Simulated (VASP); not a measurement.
# Shielding tensors and field gradients of KMgF3, part 2 of 4

Wanted: the shieldings and field gradients at the nuclei of KMgF3. The cell has space group Pm-3m. The start is a cell from a database of measured crystal structures.

VASP 6.6.1, plane waves and PAW; the level of theory is named at each step.

So far. Step 2 (Relaxation): The forces stay under 1e-4 eV/Å. Step 3 (Ground state): The cell has a gap of 6.97 eV on this mesh and a pressure of -4.7 GPa, which holds the misfit of the given cell and coordinates with this functional, and any error of cutoff, mesh and data sets.

## 4. Shielding tensors

This step: chemical shifts by linear response (GIPAW), LDA; plane waves and PAW (K_sv, Mg, F) (VASP 6.6.1).

LCHIMAG computes the induced currents by linear response. It needs tightly converged orbitals and a cutoff well above the default; LEFG adds the field gradients at no cost.

The input, INCAR:

```
SYSTEM = KMgF3
PREC = Accurate
ENCUT = 560
EDIFF = 1E-09
NELM = 100
ISMEAR = 0
SIGMA = 0.01
LREAL = .FALSE.
ALGO = Normal
GGA = CA
NBANDS = 22
LWAVE = .FALSE.
LCHARG = .FALSE.
KPAR = 2
LCHIMAG = .TRUE.
LEFG = .TRUE.
DQ = 0.001
ICHIBARE = 1
LNMR_SYM_RED = .TRUE.
```

The input, POSCAR:

```
KMgF3
1.0
    3.9859000000      0.0000000000      0.0000000000
    0.0000000000      3.9859000000      0.0000000000
    0.0000000000      0.0000000000      3.9859000000
K Mg F
1 1 3
Direct
    0.5000000000      0.5000000000      0.5000000000
    0.0000000000      0.0000000000      0.0000000000
    0.5000000000      0.0000000000      0.0000000000
    0.0000000000      0.5000000000      0.0000000000
    0.0000000000      0.0000000000      0.5000000000
```

The input, KPOINTS:

```
Automatic mesh
0
Gamma
6 6 6
0 0 0
```

The projector-augmented-wave data sets are K_sv, Mg and F (PBE family, release 64).

On the command line:

```bash
> mpirun -np 2 vasp_std
```

What it wrote:

```text
[banner, memory and clock lines left out]
running    2 mpi-ranks, on    1 nodes
 distrk:  each k-point on    1 cores,    2 groups
 distr:  one band on    1 cores,    1 groups

 POSCAR found type information on POSCAR K MgF
 POSCAR found :  3 types and       5 ions
 [... a notice as in an earlier step ...]

 LDA part: xc-table for (Slater(with rela. corr.)+CA(PZ))
 , standard interpolation
 POSCAR, INCAR and KPOINTS ok, starting setup
 FFT: planning ... GRIDC
 FFT: planning ... GRID_SOFT
 FFT: planning ... GRID
 WAVECAR not read
 entering main loop
       N       E                     dE             d eps       ncg     rms          rms(c)
DAV:   1     0.243291821618E+03    0.24329E+03   -0.18276E+04   912   0.148E+03
DAV:   2    -0.158340998276E+02   -0.25913E+03   -0.24786E+03  1130   0.374E+02
DAV:   3    -0.283797793908E+02   -0.12546E+02   -0.12490E+02  1212   0.784E+01
DAV:   4    -0.289157264673E+02   -0.53595E+00   -0.53543E+00  1382   0.983E+00
DAV:   5    -0.289182213225E+02   -0.24949E-02   -0.24948E-02  1144   0.690E-01    0.786E+00
DAV:   6    -0.271615107028E+02    0.17567E+01   -0.62452E+00  1006   0.185E+01    0.435E+00
DAV:   7    -0.271020362475E+02    0.59474E-01   -0.19273E-01  1202   0.287E+00    0.268E+00
DAV:   8    -0.270640481108E+02    0.37988E-01   -0.68594E-02  1074   0.253E+00    0.307E-01
DAV:   9    -0.270630514518E+02    0.99666E-03   -0.14971E-02  1234   0.839E-01    0.134E-01
DAV:  10    -0.270629517885E+02    0.99663E-04   -0.13288E-03  1132   0.244E-01    0.839E-02
DAV:  11    -0.270629434471E+02    0.83414E-05   -0.30256E-05  1064   0.469E-02    0.475E-02
DAV:  12    -0.270629330820E+02    0.10365E-04   -0.47979E-05   960   0.536E-02    0.143E-02
DAV:  13    -0.270629327483E+02    0.33379E-06   -0.27941E-06  1164   0.126E-02    0.332E-03
DAV:  14    -0.270629328027E+02   -0.54406E-07   -0.20360E-07  1242   0.225E-03    0.111E-03
DAV:  15    -0.270629327968E+02    0.58267E-08   -0.36595E-08  1026   0.144E-03    0.409E-04
DAV:  16    -0.270629327973E+02   -0.49977E-09   -0.63442E-10   768   0.176E-04
ion   1
     0.0000000     0.0000000    -0.0000000    -0.0000000    -0.0000000     0.0000000
     0.0000394     0.0000000    -0.0000000    -0.0000000    -0.0000000     0.0000000
     0.0000543     0.0000000    -0.0000000    -0.0000000    -0.0000000     0.0000000
     0.0000748     0.0000000    -0.0000000    -0.0000000    -0.0000000     0.0000000
     0.0001030     0.0000000    -0.0000000    -0.0000000    -0.0000000     0.0000000

     0.0000000     0.0000000    -0.0000000    -0.0000000    -0.0000000     0.0000000
     0.0000394     0.0000000    -0.0000000    -0.0000000    -0.0000000     0.0000000
     0.0000543     0.0000000    -0.0000000    -0.0000000    -0.0000000     0.0000000
     0.0000748     0.0000000    -0.0000000    -0.0000000    -0.0000000     0.0000000
     0.0001030     0.0000000    -0.0000000    -0.0000000    -0.0000000     0.0000000

ion   2
     0.0000000    -0.0000000     0.0000000    -0.0000000    -0.0000000     0.0000000
     0.0000337    -0.0000000     0.0000000    -0.0000000    -0.0000000     0.0000000
     0.0000464    -0.0000000     0.0000000    -0.0000000    -0.0000000     0.0000000
     0.0000638    -0.0000000     0.0000000    -0.0000000    -0.0000000     0.0000000
     0.0000879    -0.0000000     0.0000000    -0.0000000    -0.0000000     0.0000000

     0.0000000     0.0000000     0.0000000    -0.0000000    -0.0000000     0.0000000
     0.0000337     0.0000000     0.0000000    -0.0000000    -0.0000000     0.0000000
     0.0000464     0.0000000     0.0000000    -0.0000000    -0.0000000     0.0000000
     0.0000638     0.0000000     0.0000000    -0.0000000    -0.0000000     0.0000000
     0.0000879     0.0000000     0.0000000    -0.0000000    -0.0000000     0.0000000

ion   3
     0.0000000     0.0000000     0.0000000     3.5775910    -0.0000000    -6.1965694
     0.0000310     0.0000000     0.0000000     3.5775910    -0.0000000    -6.1965693
     0.0000427     0.0000000     0.0000000     3.5775909    -0.0000000    -6.1965693
     0.0000588     0.0000000     0.0000000     3.5775909    -0.0000000    -6.1965692
     0.0000810     0.0000000     0.0000000     3.5775907    -0.0000000    -6.1965689

     0.0000000     0.0000000     0.0000000    16.7419917    -0.0000000   -28.9979803
     0.0000310     0.0000000     0.0000000    16.7419849    -0.0000000   -28.9979685
     0.0000427     0.0000000     0.0000000    16.7419805    -0.0000000   -28.9979608
     0.0000588     0.0000000     0.0000000    16.7419728    -0.0000000   -28.9979476
     0.0000810     0.0000000     0.0000000    16.7419601    -0.0000000   -28.9979255

ion   4
     0.0000000    -0.0000000    -0.0000000     3.5775910    -0.0000000     6.1965694
     0.0000310    -0.0000000    -0.0000000     3.5775910    -0.0000000     6.1965693
     0.0000427    -0.0000000    -0.0000000     3.5775909    -0.0000000     6.1965693
     0.0000588    -0.0000000    -0.0000000     3.5775909    -0.0000000     6.1965692
     0.0000810    -0.0000000    -0.0000000     3.5775907    -0.0000000     6.1965689

     0.0000000    -0.0000000    -0.0000000    16.7419917    -0.0000000    28.9979803
     0.0000310    -0.0000000    -0.0000000    16.7419849    -0.0000000    28.9979685
     0.0000427    -0.0000000    -0.0000000    16.7419805    -0.0000000    28.9979608
     0.0000588    -0.0000000    -0.0000000    16.7419728    -0.0000000    28.9979476
     0.0000810    -0.0000000    -0.0000000    16.7419601    -0.0000000    28.9979255

ion   5
     0.0000000     0.0000000     0.0000000    -7.1551820     0.0000000    -0.0000000
     0.0000310     0.0000000     0.0000000    -7.1551819     0.0000000    -0.0000000
     0.0000427     0.0000000     0.0000000    -7.1551819     0.0000000    -0.0000000
     0.0000588     0.0000000     0.0000000    -7.1551817     0.0000000    -0.0000000
     0.0000810     0.0000000     0.0000000    -7.1551815     0.0000000    -0.0000000

     0.0000000     0.0000000     0.0000000   -33.4839835     0.0000000    -0.0000000
     0.0000310     0.0000000     0.0000000   -33.4839699     0.0000000    -0.0000000
     0.0000427     0.0000000     0.0000000   -33.4839609     0.0000000    -0.0000000
     0.0000588     0.0000000     0.0000000   -33.4839457     0.0000000    -0.0000000
     0.0000810     0.0000000     0.0000000   -33.4839202     0.0000000    -0.0000000

   1 F= -.27062933E+02 E0= -.27062933E+02  d E =-.475414E-14
DAV:   1    -0.307921860250E+03   -0.30792E+03    0.00000E+00     0   0.000E+00
DAV:   2    -0.307921860250E+03    0.00000E+00    0.00000E+00     0   0.000E+00
BDIR= 1  IDIR= 2  IQ= -1
DAV:   1    -0.615835179588E+03   -0.61584E+03   -0.27136E-02  1006   0.115E+00
[...]
RLQ:   9    -0.212522129447E+01   -0.16602E-09   -0.57094E-10   694   0.730E-05
BDIR= 3  IDIR= 1  IQ= -1
DAV:   1    -0.615831387239E+03   -0.61583E+03   -0.28160E-02  1030   0.114E+00
DAV:   2    -0.615831587757E+03   -0.20052E-03   -0.20051E-03  1170   0.266E-01
DAV:   3    -0.615831591091E+03   -0.33336E-05   -0.33336E-05  1202   0.226E-02
DAV:   4    -0.615831591168E+03   -0.77398E-07   -0.77390E-07  1248   0.274E-03
DAV:   5    -0.615831591169E+03   -0.52171E-09   -0.51154E-09  1018   0.284E-04
       N       E                     dE             d eps       ncg     rms
RMM:   1    -0.997356109745E+02   -0.99736E+02   -0.10626E+02  1394   0.644E+01
RMM:   2    -0.101564854648E+03   -0.18292E+01   -0.72061E+00  1665   0.818E+00
RMM:   3    -0.101694910865E+03   -0.13006E+00   -0.36151E-01  1705   0.158E+00
RMM:   4    -0.101702855020E+03   -0.79442E-02   -0.20832E-02  1723   0.337E-01
RMM:   5    -0.101703291205E+03   -0.43619E-03   -0.16322E-03  1795   0.863E-02
RMM:   6    -0.101703321079E+03   -0.29874E-04   -0.91477E-05  1711   0.203E-02
RMM:   7    -0.101703323163E+03   -0.20839E-05   -0.83014E-06  1567   0.544E-03
RMM:   8    -0.101703323307E+03   -0.14390E-06   -0.39574E-07  1253   0.129E-03
RMM:   9    -0.101703323318E+03   -0.11530E-07   -0.47237E-08  1145   0.384E-04
RMM:  10    -0.101703323319E+03   -0.72991E-09   -0.18405E-09   948   0.116E-04
BDIR= 3  IDIR= 1  IQ=  0
DAV:   1    -0.615843909324E+03   -0.61584E+03   -0.35429E-10   554   0.149E-04
DAV:   2    -0.615843909324E+03   -0.13847E-09   -0.57970E-11   518   0.552E-05
       N       E                     dE             d eps       ncg     rms
RMM:   1    -0.997284922560E+02   -0.99728E+02   -0.10625E+02  1394   0.644E+01
RMM:   2    -0.101554769740E+03   -0.18263E+01   -0.71910E+00  1665   0.818E+00
RMM:   3    -0.101684138871E+03   -0.12937E+00   -0.35805E-01  1700   0.158E+00
RMM:   4    -0.101692105631E+03   -0.79668E-02   -0.21094E-02  1701   0.339E-01
RMM:   5    -0.101692552921E+03   -0.44729E-03   -0.16184E-03  1740   0.865E-02
RMM:   6    -0.101692582960E+03   -0.30039E-04   -0.90009E-05  1656   0.203E-02
RMM:   7    -0.101692585005E+03   -0.20456E-05   -0.79157E-06  1483   0.526E-03
RMM:   8    -0.101692585135E+03   -0.12955E-06   -0.36478E-07  1189   0.125E-03
RMM:   9    -0.101692585146E+03   -0.10792E-07   -0.44458E-08  1042   0.365E-04
RMM:  10    -0.101692585146E+03   -0.66380E-09   -0.16793E-09   858   0.112E-04
BDIR= 3  IDIR= 1  IQ=  1
DAV:   1    -0.615855796976E+03   -0.61586E+03   -0.28161E-02  1036   0.114E+00
DAV:   2    -0.615855998052E+03   -0.20108E-03   -0.20108E-03  1170   0.266E-01
DAV:   3    -0.615856001421E+03   -0.33682E-05   -0.33682E-05  1192   0.228E-02
DAV:   4    -0.615856001505E+03   -0.84186E-07   -0.84247E-07  1256   0.286E-03
DAV:   5    -0.615856001506E+03   -0.88346E-09   -0.82902E-09  1018   0.308E-04
       N       E                     dE             d eps       ncg     rms
RMM:   1    -0.997207095413E+02   -0.99721E+02   -0.10624E+02  1395   0.644E+01
RMM:   2    -0.101544034721E+03   -0.18233E+01   -0.71739E+00  1665   0.818E+00
RMM:   3    -0.101672844777E+03   -0.12881E+00   -0.35555E-01  1703   0.158E+00
RMM:   4    -0.101680753961E+03   -0.79092E-02   -0.20948E-02  1723   0.339E-01
RMM:   5    -0.101681196712E+03   -0.44275E-03   -0.16036E-03  1791   0.865E-02
RMM:   6    -0.101681226644E+03   -0.29932E-04   -0.90657E-05  1711   0.205E-02
RMM:   7    -0.101681228773E+03   -0.21286E-05   -0.82356E-06  1563   0.543E-03
RMM:   8    -0.101681228915E+03   -0.14266E-06   -0.39391E-07  1255   0.129E-03
RMM:   9    -0.101681228926E+03   -0.11287E-07   -0.46204E-08  1146   0.380E-04
RMM:  10    -0.101681228927E+03   -0.70524E-09   -0.17954E-09   946   0.115E-04
BDIR= 3  IDIR= 2  IQ= -1
DAV:   1    -0.615835179588E+03   -0.61584E+03   -0.27136E-02  1006   0.115E+00
DAV:   2    -0.615835369219E+03   -0.18963E-03   -0.18963E-03  1090   0.275E-01
DAV:   3    -0.615835373449E+03   -0.42297E-05   -0.42296E-05  1260   0.270E-02
DAV:   4    -0.615835373527E+03   -0.78818E-07   -0.78888E-07  1166   0.309E-03
DAV:   5    -0.615835373528E+03   -0.42382E-09   -0.50248E-09  1020   0.294E-04
       N       E                     dE             d eps       ncg     rms
RMM:   1    -0.960249957069E+02   -0.96025E+02   -0.96327E+01  1411   0.634E+01
RMM:   2    -0.974468238809E+02   -0.14218E+01   -0.58967E+00  1671   0.726E+00
RMM:   3    -0.975443437063E+02   -0.97520E-01   -0.27010E-01  1713   0.134E+00
RMM:   4    -0.975501664966E+02   -0.58228E-02   -0.15403E-02  1730   0.285E-01
RMM:   5    -0.975504689104E+02   -0.30241E-03   -0.10578E-03  1776   0.697E-02
RMM:   6    -0.975504903966E+02   -0.21486E-04   -0.62764E-05  1727   0.167E-02
RMM:   7    -0.975504918661E+02   -0.14695E-05   -0.56188E-06  1558   0.437E-03
RMM:   8    -0.975504919658E+02   -0.99686E-07   -0.25801E-07  1251   0.107E-03
RMM:   9    -0.975504919729E+02   -0.70485E-08   -0.26463E-08  1090   0.302E-04
RMM:  10    -0.975504919733E+02   -0.47775E-09   -0.10192E-09   907   0.971E-05
BDIR= 3  IDIR= 2  IQ=  0
DAV:   1    -0.615843909324E+03   -0.61584E+03   -0.35432E-10   554   0.149E-04
DAV:   2    -0.615843909324E+03   -0.65711E-10   -0.58970E-11   518   0.552E-05
       N       E                     dE             d eps       ncg     rms
RMM:   1    -0.960370138248E+02   -0.96037E+02   -0.96416E+01  1411   0.634E+01
RMM:   2    -0.974615576127E+02   -0.14245E+01   -0.59030E+00  1669   0.726E+00
RMM:   3    -0.975590523085E+02   -0.97495E-01   -0.26970E-01  1703   0.134E+00
RMM:   4    -0.975648680948E+02   -0.58158E-02   -0.15356E-02  1703   0.285E-01
RMM:   5    -0.975651693279E+02   -0.30123E-03   -0.10510E-03  1720   0.694E-02
RMM:   6    -0.975651906183E+02   -0.21290E-04   -0.61797E-05  1638   0.164E-02
RMM:   7    -0.975651920837E+02   -0.14654E-05   -0.56141E-06  1461   0.430E-03
RMM:   8    -0.975651921820E+02   -0.98329E-07   -0.25319E-07  1140   0.104E-03
RMM:   9    -0.975651921888E+02   -0.67649E-08   -0.25680E-08   982   0.292E-04
RMM:  10    -0.975651921892E+02   -0.45510E-09   -0.98149E-10   814   0.963E-05
BDIR= 3  IDIR= 2  IQ=  1
DAV:   1    -0.615852351035E+03   -0.61585E+03   -0.27137E-02  1012   0.115E+00
DAV:   2    -0.615852541310E+03   -0.19028E-03   -0.19027E-03  1090   0.275E-01
DAV:   3    -0.615852545580E+03   -0.42705E-05   -0.42706E-05  1252   0.271E-02
DAV:   4    -0.615852545662E+03   -0.81880E-07   -0.81821E-07  1172   0.318E-03
DAV:   5    -0.615852545663E+03   -0.56662E-09   -0.64123E-09  1012   0.311E-04
       N       E                     dE             d eps       ncg     rms
RMM:   1    -0.960486611544E+02   -0.96049E+02   -0.96506E+01  1412   0.634E+01
RMM:   2    -0.974755095830E+02   -0.14268E+01   -0.59063E+00  1672   0.727E+00
RMM:   3    -0.975729445566E+02   -0.97435E-01   -0.26898E-01  1712   0.134E+00
RMM:   4    -0.975787633006E+02   -0.58187E-02   -0.15395E-02  1729   0.285E-01
RMM:   5    -0.975790638628E+02   -0.30056E-03   -0.10493E-03  1775   0.697E-02
RMM:   6    -0.975790851918E+02   -0.21329E-04   -0.62983E-05  1730   0.167E-02
RMM:   7    -0.975790866678E+02   -0.14760E-05   -0.56166E-06  1556   0.436E-03
RMM:   8    -0.975790867674E+02   -0.99660E-07   -0.26387E-07  1248   0.106E-03
RMM:   9    -0.975790867743E+02   -0.69068E-08   -0.26076E-08  1089   0.298E-04
RMM:  10    -0.975790867748E+02   -0.46072E-09   -0.99670E-10   905   0.964E-05
       N       E                     dE             d eps       ncg     rms
RLQ:   1    -0.210663365633E+01   -0.21066E+01   -0.60940E+00  1292   0.160E+01
RLQ:   2    -0.217785067222E+01   -0.71217E-01   -0.16958E-01  1594   0.128E+00
RLQ:   3    -0.218242524424E+01   -0.45746E-02   -0.14643E-02  1620   0.263E-01
RLQ:   4    -0.218277445800E+01   -0.34921E-03   -0.88333E-04  1584   0.585E-02
RLQ:   5    -0.218279305528E+01   -0.18597E-04   -0.42444E-05  1420   0.135E-02
RLQ:   6    -0.218279403492E+01   -0.97964E-06   -0.33009E-06  1189   0.319E-03
RLQ:   7    -0.218279410437E+01   -0.69452E-07   -0.17996E-07  1023   0.757E-04
RLQ:   8    -0.218279410774E+01   -0.33729E-08   -0.93143E-09   882   0.200E-04
RLQ:   9    -0.218279410797E+01   -0.22379E-09   -0.64463E-10   717   0.763E-05
```

Elapsed: 6.7 min, on 2 MPI ranks of Intel Xeon Platinum 8488C (Sapphire Rapids), shared host; peak memory 0.56 GiB; 12 min of CPU time.

From OUTCAR (step 4):

```text
The static configuration has the point symmetry O_h .

 Found     20 irreducible k-points:

   dimension x,y,z NGX =    32 NGY =   32 NGZ =   32
   dimension x,y,z NGXF=    64 NGYF=   64 NGZF=   64

   ENCUT  =  560.0 eV  41.16 Ry    6.42 a.u.   7.69  7.69  7.69*2*pi/ulx,y,z

   NELECT =      32.0000    total number of electrons

  Total       -1.7960000     -1.7960000     -1.7960000     -0.0000000      0.0000000     -0.0000000
  in kB      -45.4399361    -45.4399361    -45.4399361     -0.0000000      0.0000000     -0.0000000
  external PRESSURE =     -45.4399361 kB  Pullay stress =       0.0000000 kB

  energy-cutoff  :      560.00
  volume of cell :       63.33
      direct lattice vectors                 reciprocal lattice vectors
     3.985900000  0.000000000  0.000000000     0.250884367  0.000000000  0.000000000
     0.000000000  3.985900000  0.000000000     0.000000000  0.250884367  0.000000000
     0.000000000  0.000000000  3.985900000     0.000000000  0.000000000  0.250884367

 POSITION                                       TOTAL-FORCE (eV/Angst)
 -----------------------------------------------------------------------------------
      1.99295      1.99295      1.99295         0.000000      0.000000      0.000000
      0.00000      0.00000      0.00000         0.000000      0.000000      0.000000
      1.99295      0.00000      0.00000         0.000000      0.000000      0.000000
      0.00000      1.99295      0.00000         0.000000      0.000000      0.000000
      0.00000      0.00000      1.99295         0.000000      0.000000      0.000000
 -----------------------------------------------------------------------------------
    total drift:                                0.000000      0.000000     -0.000000

 Electric field gradients after diagonalization (V/A^2)
 (convention: |V_zz| > |V_xx| > |V_yy|)
----------------------------------------------------------------------
 ion       V_xx      V_yy      V_zz     asymmetry (V_yy - V_xx)/ V_zz
----------------------------------------------------------------------
   1      -0.000    -0.000    -0.000      -0.035
   2      -0.000    -0.000     0.000       0.114
   3     -22.656   -22.656    45.313       0.000
   4     -22.656   -22.656    45.313       0.000
   5     -22.656   -22.656    45.313       0.000
----------------------------------------------------------------------

  ORBITAL MAGNETIC SUSCEPTIBILITY, excluding core contribution
 -------------------------------------------------------------
  Approximate magnetic susceptibility, pGv (10^-6 cm^3/mole)
     1        -35.660561          0.000000          0.000000
     2          0.000000        -35.660561         -0.000000
     3          0.000000         -0.000000        -35.660561
 -------------------------------------------------------------
  Approximate magnetic susceptibility, vGv (10^-6 cm^3/mole)
     1        -36.059439          0.000000          0.000000
     2          0.000000        -36.059439         -0.000000
     3         -0.000000          0.000000        -36.059439

  CSA tensor (J. Mason, Solid State Nucl. Magn. Reson. 2, 285 (1993))
  for chemical shielding  (including the isotropic core contribution)

  BDIR labels direction of applied magnetic field (i.e. B0)
  For BDIR==1, B0 along x-axis, etc.
  Induced field listed along cartesian directions for each BDIR
 ------------------------------------------------------------------------------------------
                 EXCLUDING G=0 CONTRIBUTION              INCLUDING G=0 CONTRIBUTION
 ------------------------------------------------------------------------------------------
  ion  BDIR            X           Y           Z                X           Y           Z
          (   iso_shield        span        skew ) (   iso_shield        span        skew )
 ------------------------------------------------------------------------------------------
    1     1    1164.9730      0.0000     -0.0000        1173.9208      0.0000     -0.0000
          2       0.0000   1164.9730      0.0000           0.0000   1173.9208      0.0000
          3       0.0000      0.0000   1164.9730           0.0000      0.0000   1173.9208
          (    1164.9730      0.0000      0.0000 ) (    1173.9208      0.0000      0.0000 )

    2     1     561.7459     -0.0000     -0.0000         570.6936     -0.0000     -0.0000
          2       0.0000    561.7459     -0.0000           0.0000    570.6936     -0.0000
          3      -0.0000      0.0000    561.7459          -0.0000      0.0000    570.6936
          (     561.7459      0.0000      0.0000 ) (     570.6936      0.0000      0.0000 )

    3     1     318.1027     -0.0000      0.0000         327.0504     -0.0000      0.0000
          2      -0.0000    316.4243     -0.0000          -0.0000    325.3720     -0.0000
          3       0.0000      0.0000    316.4243           0.0000      0.0000    325.3720
          (     316.9838      1.6784      1.0000 ) (     325.9315      1.6784      1.0000 )

    4     1     316.4243      0.0000     -0.0000         325.3720     -0.0000     -0.0000
          2      -0.0000    318.1027     -0.0000          -0.0000    327.0504     -0.0000
          3       0.0000      0.0000    316.4243           0.0000      0.0000    325.3720
          (     316.9838      1.6784      1.0000 ) (     325.9315      1.6784      1.0000 )

    5     1     316.4243     -0.0000     -0.0000         325.3720     -0.0000     -0.0000
          2      -0.0000    316.4243     -0.0000          -0.0000    325.3720     -0.0000
          3       0.0000     -0.0000    318.1027           0.0000     -0.0000    327.0504
          (     316.9838      1.6784      1.0000 ) (     325.9315      1.6784      1.0000 )
 ------------------------------------------------------------------------------------------

[... 5 parts as in an earlier step ...]

[... 1 further part left out ...]
```

Numbers from this step:

| Quantity | Value |
| --- | --- |
| Fermi energy | -1.974 eV |
| pressure | -4.544 GPa |

(Continued in part 3 of 4.)

[Lines on the potential files, build, host, timing and source positions are cut from VASP's logs without a mark.]

[Logs are printed without paths, hosts, clocks, repeated set-up lines and the standing remarks that a program may print on its own settings, such as how far it seeks lower states.]

[Hosts, paths, dates, database ids (printed as entryN), source tags and the programs' standing remarks are cut or masked in the printed files.]
